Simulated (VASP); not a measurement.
All values below come from LDA (Ceperley-Alder, Perdew-Zunger), VASP's LDA PAW potentials (set 64) (plane waves; VASP).

VASP input:

### KPOINTS
```
kpoints
0
Gamma
 6 6 3
```

POSCAR:
```
CdSe
1
    2.1255110317    -3.6814928706     0.0000000000
    2.1255110317     3.6814928706     0.0000000000
    0.0000000000     0.0000000000     6.9347776351
Cd Se
2 2
Direct
  0.6666670000   0.3333330000   0.4999997424
  0.3333330000   0.6666670000   0.9999997424
  0.6666670000   0.3333330000   0.8760002576
  0.3333330000   0.6666670000   0.3760002576
```

INCAR:
```
LWAVE = .False.
ALGO = Normal   ! blocked Davidson
EDIFF = 1E-8   ! SCF stop (eV)
LREAL = .False.   ! projection in real space or not
NELM = 100
ISMEAR = 0   ! Gaussian
ISIF = 2   ! forces and stress, cell fixed
LCHARG = .False.
SIGMA = 0.05   ! width (eV)
LMAXMIX = 4
LASPH = .True.   ! aspherical one-centre terms
ENCUT = 400   ! plane-wave cut-off (eV)
PREC = Accurate
SYSTEM = CdSe
NSW = 30
IBRION = 1   ! quasi-Newton
EDIFFG = -0.001
```

POTCAR, in this order: Cd Se (LDA.64 set). Program: vasp_std.

The run wrote:

File OSZICAR:
```
       N       E                     dE             d eps       ncg     rms          rms(c)
DAV:   1     0.216257634873E+03    0.21626E+03   -0.15425E+04   616   0.122E+03
DAV:   2    -0.256408655268E+01   -0.21882E+03   -0.21448E+03   688   0.328E+02
DAV:   3    -0.141511614929E+02   -0.11587E+02   -0.11534E+02   736   0.761E+01
DAV:   4    -0.142528993856E+02   -0.10174E+00   -0.10170E+00   694   0.675E+00
DAV:   5    -0.142537282387E+02   -0.82885E-03   -0.82881E-03   742   0.565E-01    0.100E+01
DAV:   6    -0.135620990418E+02    0.69163E+00   -0.15826E+00   774   0.135E+01    0.755E+00
DAV:   7    -0.135157821511E+02    0.46317E-01   -0.59029E-01   700   0.442E+00    0.248E+00
DAV:   8    -0.135060035496E+02    0.97786E-02   -0.86690E-02   664   0.328E+00    0.404E-01
DAV:   9    -0.135053837626E+02    0.61979E-03   -0.10420E-02   712   0.136E+00    0.133E-01
DAV:  10    -0.135052478158E+02    0.13595E-03   -0.78009E-04   772   0.372E-01    0.471E-02
DAV:  11    -0.135052618005E+02   -0.13985E-04   -0.75943E-05   664   0.667E-02    0.130E-02
DAV:  12    -0.135052608401E+02    0.96036E-06   -0.18984E-05   742   0.530E-02    0.786E-03
DAV:  13    -0.135052606267E+02    0.21338E-06   -0.26554E-06   694   0.208E-02    0.890E-04
DAV:  14    -0.135052606577E+02   -0.31005E-07   -0.16227E-07   724   0.239E-03    0.525E-04
DAV:  15    -0.135052606690E+02   -0.11213E-07   -0.86848E-08   748   0.290E-03    0.461E-04
DAV:  16    -0.135052606629E+02    0.60313E-08   -0.13504E-08   414   0.119E-03
   1 F= -.13505261E+02 E0= -.13505261E+02  d E =-.135053E+02
       N       E                     dE             d eps       ncg     rms          rms(c)
DAV:   1    -0.135052748275E+02   -0.14159E-04   -0.77078E-03   628   0.565E-01    0.180E-02
DAV:   2    -0.135052819138E+02   -0.70863E-05   -0.81209E-05   742   0.589E-02    0.650E-03
DAV:   3    -0.135052817936E+02    0.12021E-06   -0.57384E-07   682   0.559E-03    0.435E-03
DAV:   4    -0.135052817385E+02    0.55064E-07   -0.27869E-07   712   0.294E-03    0.567E-04
DAV:   5    -0.135052817398E+02   -0.13192E-08   -0.27226E-08   664   0.998E-04
   2 F= -.13505282E+02 E0= -.13505282E+02  d E =-.210769E-04
       N       E                     dE             d eps       ncg     rms          rms(c)
DAV:   1    -0.135052815528E+02    0.18573E-06   -0.73789E-03   616   0.553E-01    0.178E-02
DAV:   2    -0.135052883606E+02   -0.68078E-05   -0.78205E-05   724   0.577E-02    0.634E-03
DAV:   3    -0.135052882472E+02    0.11341E-06   -0.55292E-07   682   0.549E-03    0.423E-03
DAV:   4    -0.135052881954E+02    0.51782E-07   -0.26339E-07   712   0.285E-03    0.550E-04
DAV:   5    -0.135052881966E+02   -0.11601E-08   -0.25787E-08   652   0.973E-04
   3 F= -.13505288E+02 E0= -.13505288E+02  d E =-.645670E-05
```

OUTCAR:
```
------------------------ aborting loop because EDIFF is reached ----------------------------------------
  FORCE on cell =-STRESS in cart. coord.  units (eV):
  Direction    XX          YY          ZZ          XY          YZ          ZX
  --------------------------------------------------------------------------------------
  Total        0.0238419      0.0238419      0.0807802      0.0000000      0.0000000     -0.0000000
  in kB        0.3519668      0.3519667      1.1925193      0.0000000      0.0000000     -0.0000000
  external PRESSURE =       0.6321509 kB  Pullay stress =       0.0000000 kB
  volume of cell :      108.53
      direct lattice vectors                 reciprocal lattice vectors
     2.125511032 -3.681492871  0.000000000     0.235237546 -0.135814469  0.000000000
     2.125511032  3.681492871  0.000000000     0.235237546  0.135814469  0.000000000
     0.000000000  0.000000000  6.934777635     0.000000000  0.000000000  0.144200730
  FREE ENERGIE OF THE ION-ELECTRON SYSTEM (eV)
  ---------------------------------------------------
  free  energy   TOTEN  =       -13.5052881966 eV

  energy  without entropy=      -13.5052881966  energy(sigma->0) =      -13.50528820

 reached required accuracy - stopping structural energy minimisation
```
(Selected blocks of OUTCAR.)

**CONTCAR**
```
CdSe
   1.00000000000000
     2.1255110316999999   -3.6814928706000001    0.0000000000000000
     2.1255110316999999    3.6814928706000001    0.0000000000000000
     0.0000000000000000    0.0000000000000000    6.9347776350999997
  Cd              Se
     2     2
Direct
     0.6666669999999968    0.3333330000000032    0.5001680376403181
     0.3333330000000032    0.6666669999999968    1.0001680376403184
     0.6666669999999968    0.3333330000000032    0.8758319623596795
     0.3333330000000032    0.6666669999999968    0.3758319623596795
```

The compound is CdSe in the wurtzite structure. This run relaxes the ions in a fixed cell. Symmetry was kept, so distortions that lower it aren't found. The start is the result of an earlier pass.
